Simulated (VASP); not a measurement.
BeTe (relaxed from the CsCl type structure, space group Pm-3m): computed properties

The numbers are results of PBEsol GGA, VASP's PBE PAW potentials (set 64) (plane waves; VASP), not measurements.

For BeTe, the space group is Pm-3m (221) and the cell is a = b = c = 3.318 Å, α = β = γ = 90.00°. The volume per atom comes out as 18.26 Å^3/atom and the band gap (over mesh and band path) is none (metal, semimetal or under 0.01 eV). The density is 6.21 g/cm³.

BeTe is modelled in the cubic space group Pm-3m (No. 221), the CsCl type structure, Pearson symbol cP2. Lattice parameters: a = b = c = 3.318 Å, α = β = γ = 90.00°. Be on 1a has 8 Te at 2.873 Å (cubic). Te on 1b is coordinated by 8 Be at 2.873 Å and 6 Te at 3.318 Å. (Neighbours: up to the widest gap in distance over summed covalent radii, below 1.35, at either atom; cation-cation and far metal-metal contacts left out.)

Unless said otherwise, spin-orbit coupling is left out, though it shifts the bands of the heavy elements here.

The structure was generated: BeTe was put into the CsCl type type (Pm-3m), which need not be its known phase. It was relaxed first, which changed the volume by +30 %. Symmetry was kept, so distortions that lower it aren't found.
